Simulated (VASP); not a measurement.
## SiF: energy against volume and a worked fit

It takes space group Pm-3m (No. 221, cubic). Conventional cell: a = 3.029 Å, b = 3.029 Å, c = 3.029 Å, α = 90.00°, β = 90.00°, γ = 90.00°. Si (site symmetry m-3m) is surrounded by 8 F at 2.62 Å. F (site symmetry m-3m) has 8 Si at 2.62 Å as nearest neighbours.

The cell comes from a database or a generator and needn't be the stable form of this composition.

The cell was scaled at fixed shape and fractions and run with VASP, PBE PAW files F, Si, 520 eV; r2SCAN, k mesh 9 × 9 × 9 on the cell of 2 atoms, fermi-dirac occupations of 0.05 eV, no spin polarisation, no spin-orbit coupling. The potentials were made for PBE. Energies are those that the program minimises, any entropy of the smearing included. For a metal such a mesh isn't converged to the digits shown.

| V (Å³/atom) | energy over the lowest row (meV/atom) |
| --- | --- |
| 13.0564 | 13.989 |
| 13.3342 | 6.080 |
| 13.6120 | 1.506 |
| 13.8898 | 0.000 |
| 14.1676 | ? |
| 14.4454 | 4.747 |
| 14.7232 | 10.478 |

Fit the third-order Birch-Murnaghan form, give V0, B0 and B′, and predict the energy left open.

With y = (V0/V)^(2/3), E = E0 + (9 V0 B0/16) [(y - 1)³ B′ + (y - 1)² (6 - 4y)]. Least squares through the rows shown give V0 = 13.9030 Å³/atom, E0 = -0.008 meV, B0 = 77.34 GPa (1 eV/Å³ = 160.218 GPa) and B′ = 4.63, with a largest miss of 0.016 meV. At V = 14.1676 the form with these constants gives 1.165 meV; the run gave 1.175 meV an atom.

The energy rises more steeply on compression than on expansion, as the positive B′ expresses: overlap repulsion between the filled shells grows faster than the bonding weakens on stretching. The fit recovers the omitted energy to within its own largest miss, but since that point lies inside the fitted range, this tests the smoothness of the curve and not the accuracy of the functional.

The eight Si-F contacts at 2.62 Å are far longer than the short, strongly polar bonds of silicon tetrafluoride, so the bulk modulus describes a lattice of weak, shared contacts, not the stiffness of a normal Si-F bond. Formally monovalent silicon keeps three valence electrons, and the odd electron count per cell leaves a band partly filled in this spin-restricted state. Silicon would probably rather use these electrons in Si-Si bonds, or disproportionate to the element and the tetrafluoride. The minimum shows equilibrium only against uniform scaling, not against distortions that would shorten some contacts at the expense of others.
